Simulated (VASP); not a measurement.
# InHAu2 in VASP: further runs

Runs on InHAu2. Level: PBE. Tasks: single point.

Everything below comes from runs of VASP 6.6.1. Logs are shortened: lines on timing, memory, paths and dates and some standing lists are left out, and cuts for length are marked.

**1. The crystal as given**

The cell holds a amorphous, 4 atoms: a = 3.974 Å, b = 4.249 Å, c = 4.239 Å, α = 95.22°, β = 90.62°, γ = 79.63°.

The cell was built by a generator and needn't be a form met in nature.

**2. Single point, PBE**

INCAR

```
SYSTEM = InHAu2
PREC = Accurate ; ENCUT = 520
EDIFF = 1E-6 ; ISMEAR = 1
SIGMA = 0.15 ; LREAL = .False.
LASPH = .True. ; NELM = 100
ALGO = Normal ; ISIF = 2
LWAVE = .False. ; LCHARG = .False.
GGA = PE ; NBANDS = 26
```

KPOINTS

```
regular mesh
0
Gamma
  4 4 4
  0 0 0
```

POSCAR

```
InHAu2
1.0
    3.9405580000      0.4320560000      0.2768380000
    0.3179740000      4.2338340000     -0.1556330000
   -0.3198880000     -0.2079110000      4.2222110000
Au In H
2 1 1
Direct
    0.1971308276      0.4017023074      0.1409566768
    0.1333005278      0.8869973129      0.6870327895
    0.6959556207      0.4316170466      0.6289216464
    0.1835943630      0.8925692018      0.1878346028
```

Potentials or basis: VASP PAW PBE potentials, release 64 (Au, In_d, H).

Launch:

```sh
> cat potpaw_PBE.64/Au/POTCAR potpaw_PBE.64/In_d/POTCAR potpaw_PBE.64/H/POTCAR > POTCAR
> mpirun -np 1 vasp_std > vasp.out
```

OUTCAR:

```text
SYSTEM = InHAu2
   PREC = Accurate
   ENCUT = 520
   EDIFF = 1E-6
   ISMEAR = 1
   LREAL = .False.
   LASPH = .True.
   NELM = 100
   ISIF = 2
   GGA = PE

 ion  position               nearest neighbor table
   1  0.197  0.402  0.141-   4 2.07   4 2.20   2 2.82   3 2.86   3 2.87   2 2.92   3 2.93   2 2.94
                             3 2.98   2 3.37
   2  0.133  0.887  0.687-   4 2.13   4 2.13   3 2.66   3 2.68   3 2.82   1 2.82   1 2.92   1 2.94
                             1 3.37   3 3.52
   3  0.696  0.432  0.629-   2 2.66   2 2.68   2 2.82   1 2.86   1 2.87   1 2.93   1 2.98   2 3.52

   4  0.184  0.893  0.188-   1 2.07   2 2.13   2 2.13   1 2.20

  LATTYP: Found a triclinic cell.
 ALAT       =     4.2486091177
 B/A-ratio  =     1.4871343415
 C/A-ratio  =     1.5402176870
 COS(alpha) =     0.0106125884
 COS(beta)  =     0.4809882661
 COS(gamma) =     0.7856508485

  Lattice vectors:

 A1 = (  -0.3179740000,  -4.2338340000,   0.1556330000)
 A2 = (  -4.2585320000,  -4.6658900000,  -0.1212050000)
 A3 = (   3.9424720000,  -3.5938670000,  -3.7897400000)

Analysis of symmetry for initial positions (statically):
=====================================================================
 Subroutine PRICEL returns:
 Original cell was already a primitive cell.

 Routine SETGRP: Setting up the symmetry group for a
 triclinic supercell.

 Subroutine GETGRP returns: Found  1 space group operations
 (whereof  1 operations were pure point group operations)
 out of a pool of  2 trial point group operations.

The static configuration has the point symmetry C_1 .

Analysis of symmetry for dynamics (positions and initial velocities):
=====================================================================
 Subroutine PRICEL returns:
 Original cell was already a primitive cell.

 Routine SETGRP: Setting up the symmetry group for a
 triclinic supercell.

 Subroutine GETGRP returns: Found  1 space group operations
 (whereof  1 operations were pure point group operations)
 out of a pool of  2 trial point group operations.

The dynamic configuration has the point symmetry C_1 .

 Subroutine INISYM returns: Found  1 space group operations
 (whereof  1 operations are pure point group operations),
 and found     1 'primitive' translations

----------------------------------------------------------------------------------------

                                     Primitive cell

  volume of cell :      70.1125

  direct lattice vectors                    reciprocal lattice vectors
     3.940558000  0.432056000  0.276838000     0.254501990 -0.018438471  0.018373921
     0.317974000  4.233834000 -0.155633000    -0.026839551  0.238565353  0.009714036
    -0.319888000 -0.207911000  4.222211000    -0.017676270  0.010002606  0.235996075

  length of vectors
     3.973828005  4.248609118  4.239412818     0.255829711  0.240266835  0.236868424

  position of ions in fractional coordinates (direct lattice)
     0.197130828  0.401702307  0.140956677
     0.133300528  0.886997313  0.687032790
     0.695955621  0.431617047  0.628921646
     0.183594363  0.892569202  0.187834603

  ion indices of the primitive-cell ions
   primitive index   ion index
                 1           1
                 2           2
                 3           3
                 4           4

----------------------------------------------------------------------------------------

 KPOINTS: regular mesh

Automatic generation of k-mesh.
 Grid dimensions read from file:
 generate k-points for:    4    4    4

 Generating k-lattice:

  Cartesian coordinates                     Fractional coordinates (reciprocal lattice)
     0.063625497 -0.004609618  0.004593480     0.250000000 -0.000000000  0.000000000
    -0.006709888  0.059641338  0.002428509     0.000000000  0.250000000  0.000000000
    -0.004419068  0.002500651  0.058999019     0.000000000 -0.000000000  0.250000000

  Length of vectors
     0.063957428  0.060066709  0.059217106

  Shift w.r.t. Gamma in fractional coordinates (k-lattice)
     0.000000000  0.000000000  0.000000000

 Subroutine IBZKPT returns following result:
 ===========================================

 Found     36 irreducible k-points:

 Following reciprocal coordinates:
            Coordinates               Weight
  0.000000  0.000000  0.000000      1.000000
  0.250000 -0.000000  0.000000      2.000000
  0.500000 -0.000000  0.000000      1.000000
  0.000000  0.250000  0.000000      2.000000
  0.250000  0.250000  0.000000      2.000000
  0.500000  0.250000 -0.000000      2.000000
[... 16 lines left out ...]
 -0.000000 -0.250000  0.250000      2.000000
  0.250000 -0.250000  0.250000      2.000000
 [... further k-points ...]
   k-points           NKPTS =     36   k-points in BZ     NKDIM =     36   number of bands    NBANDS=     26
   number of dos      NEDOS =    301   number of ions     NIONS =      4
   total plane-waves  NPLWV =  30720
   dimension x,y,z NGX =    30 NGY =   32 NGZ =   32
   dimension x,y,z NGXF=    60 NGYF=   64 NGZF=   64
   ions per type =               2   1   1
   NGX,Y,Z   is equivalent  to a cutoff of  12.55, 12.52, 12.55 a.u.
   NGXF,Y,Z  is equivalent  to a cutoff of  25.10, 25.04, 25.10 a.u.
 SYSTEM =  InHAu2
   PREC   = accura    normal or accurate (medium, high low for compatibility)
   ISTART =      0    job   : 0-new  1-cont  2-samecut
   ICHARG =      2    charge: 1-file 2-atom 10-const
   ISPIN  =      1    spin polarized calculation?
   LNONCOLLINEAR =      F non collinear calculations
   LSORBIT =      F    spin-orbit coupling
   LASPH  =      T    aspherical Exc in radial PAW
   ENCUT  =  520.0 eV  38.22 Ry    6.18 a.u.   7.39  7.90  7.88*2*pi/ulx,y,z
   NELM   =    100;   NELMIN=  2; NELMDL= -5     # of ELM steps
   EDIFF  = 0.1E-05   stopping-criterion for ELM
   LREAL  =      F    real-space projection
   EDIFFG = 0.1E-04   stopping-criterion for IOM
   NSW    =      0    number of steps for IOM
   IBRION =     -1    ionic relax: 0-MD 1-quasi-New 2-CG
   NFREE  =      0    steps in history (QN), initial steepest desc. (CG)
   ISIF   =      2    stress and relaxation
   ISYM   =      2    0-nonsym 1-usesym 2-fastsym
   POTIM  = 0.5000    time-step for ionic-motion
   TEBEG  =    0.0;   TEEND  =   0.0 temperature during run
   PSTRESS=    0.0 pullay stress
   NELECT =      36.0000    total number of electrons
   NUPDOWN=      -1.0000    fix difference up-down
   EMIN   =  10.00;   EMAX   =-10.00  energy-range for DOS
   EFERMI =   0.00;   METHOD = LEGACY
   ISMEAR =     1;   SIGMA  =   0.15  broadening in eV -4-tet -1-fermi 0-gaus
   EFERMI_NEDOS =   21; number of points for ismear=-14 and -15
   IALGO  =     38    algorithm
   IMIX   =      4    mixing-type and parameters
     AMIX     =   0.40;   BMIX     =  1.00
     AMIX_MAG =   1.60;   BMIX_MAG =  1.00
  volume/ion in A,a.u.               =      17.53       118.29
  Fermi-wavevector in a.u.,A,eV,Ry     =   1.310923  2.477285 23.381861  1.718518
  Thomas-Fermi vector in A             =   2.441420
   LORBIT       =      0    0 simple, 1 ext, 2 COOP (PROOUT), +10 PAW based schemes
   GGA     = PE    functional components
   LHFCALC =     F    Hartree Fock is set to
   AEXX    =    0.0000 exact exchange contribution
   IVDW    =     0    specifies the selected vdW correction
   LEPSILON=     F    determine dielectric tensor
   LRPA    =     F    only Hartree local field effects (RPA)
 non-spin polarized calculation
 Methfessel and Paxton  Order N= 1 SIGMA  =   0.15
  energy-cutoff  :      520.00
  volume of cell :       70.11
 maximum number of plane-waves:      1906
 NGX is ok and might be reduce to    30
   NGX = 15   NGY = 15   NGZ = 15

 number of electron      36.0000003 magnetization

 Free energy of the ion-electron system (eV)
  ---------------------------------------------------
  ext. energy  EPLUGINS =         0.00000000
  ---------------------------------------------------
  free energy    TOTEN  =       -11.71201314 eV

  energy without entropy =      -11.71105911  energy(sigma->0) =      -11.71169513

 E-fermi :   7.0751     XC(G=0): -10.9028

 val. band max:        7.0669016951   @ k =  -0.2500  -0.2500   0.2500
 cond. band min:       7.1121125159   @ k =   0.2500  -0.2500   0.2500
 fundamental gap:      0.0452108208
 Fermi energy:         7.0750777628

 k-point     1 :       0.0000    0.0000    0.0000
  band No.  band energies     occupation
      1      -7.6394      2.00000
      2      -7.5650      2.00000
      3      -7.5473      2.00000
      4      -7.5168      2.00000
      5      -7.4417      2.00000
      6      -2.7268      2.00000
[... 18 lines left out ...]
     25      15.7575      0.00000
     26      17.0708      0.00000

 k-point     2 :       0.2500   -0.0000    0.0000
  band No.  band energies     occupation
      1      -7.6036      2.00000
      2      -7.5354      2.00000
      3      -7.5122      2.00000
      4      -7.4938      2.00000
      5      -7.4369      2.00000
      6      -2.2272      2.00000
[... 18 lines left out ...]
     25      15.9296      0.00000
     26      17.0118      0.00000

 k-point     3 :       0.5000   -0.0000    0.0000
  band No.  band energies     occupation
      1      -7.5582      2.00000
      2      -7.5256      2.00000
      3      -7.5010      2.00000
      4      -7.4367      2.00000
      5      -7.4319      2.00000
      6      -1.5861      2.00000
[... 572 lines left out ...]
 k-point    23 :      -0.0000   -0.2500    0.2500
  band No.  band energies     occupation
      1      -7.5980      2.00000
      2      -7.5331      2.00000
      3      -7.5258      2.00000
      4      -7.4822      2.00000
      5      -7.4509      2.00000
      6      -1.6431      2.00000
[... 18 lines left out ...]
     25      16.1860      0.00000
     26      16.8700      0.00000

 k-point    24 :       0.2500   -0.2500    0.2500
  band No.  band energies     occupation
      1      -7.5603      2.00000
      2      -7.5443      2.00000
      3      -7.4813      2.00000
      4      -7.4776      2.00000
      5      -7.4505      2.00000
      6      -0.9792      2.00000
[... 18 lines left out ...]
     25      16.5858      0.00000
     26      17.4968      0.00000

 [... further k-points ...]

------------------------ aborting loop because EDIFF is reached ----------------------------------------

  FORCE on cell =-STRESS in cart. coord.  units (eV):
  Direction    XX          YY          ZZ          XY          YZ          ZX
  --------------------------------------------------------------------------------------
  -------------------------------------------------------------------------------------
  Total        3.0588254      1.0680732     -0.2218365     -2.0222030     -1.0550033      0.3849496
  in kB       69.8987701     24.4070825     -5.0692976    -46.2103843    -24.1084159      8.7966774
  external PRESSURE =      29.7455183 kB  Pullay stress =       0.0000000 kB

 VOLUME and BASIS-vectors are now :
 -----------------------------------------------------------------------------
  energy-cutoff  :      520.00
  volume of cell :       70.11
      direct lattice vectors                 reciprocal lattice vectors
     3.940558000  0.432056000  0.276838000     0.254501990 -0.018438471  0.018373921
     0.317974000  4.233834000 -0.155633000    -0.026839551  0.238565353  0.009714036
    -0.319888000 -0.207911000  4.222211000    -0.017676270  0.010002606  0.235996075

 POSITION                                       TOTAL-FORCE (eV/Angst)
 -----------------------------------------------------------------------------------
      0.85945      1.75661      0.58720         0.151464      0.030632      0.137339
      0.58755      3.67015      2.79965         0.075925      0.179806     -0.056021
      2.67851      1.99733      2.78093        -0.155527     -0.173774     -0.012033
      0.94719      3.81926      0.70499        -0.071861     -0.036665     -0.069286
 -----------------------------------------------------------------------------------
    total drift:                               -0.000011     -0.000254     -0.000575

  FREE ENERGIE OF THE ION-ELECTRON SYSTEM (eV)
  ---------------------------------------------------
  free  energy   TOTEN  =       -11.7120131400 eV

  energy  without entropy=      -11.7110591089  energy(sigma->0) =      -11.71169513
```

Run time: 42 s. Hardware: 1 thread of Intel Xeon Platinum 8375C at 2.90GHz (Ice Lake), shared host; peak memory 0.22 GiB.

Results:

```
Free energy            : -11.7120 eV
Pressure               : 3.0 GPa
Largest force          : 0.234 eV/Å
Band gap on the k mesh : none (metal or under the smearing width)
```

Forces on the atoms (eV/Å):
```
Au   0.151  0.031  0.137
Au   0.076  0.180 -0.056
In  -0.156 -0.174 -0.012
H   -0.072 -0.037 -0.069
```

Stress tensor (GPa, compression positive):
```
 6.99 -4.62  0.88
-4.62  2.44 -2.41
 0.88 -2.41 -0.51
```

Caveat: the k mesh is coarse (spacing up to 0.40 Å⁻¹), so the values aren't converged. Spin-orbit coupling is left out, which matters for the levels of Au.

[end of part 1 of 2]
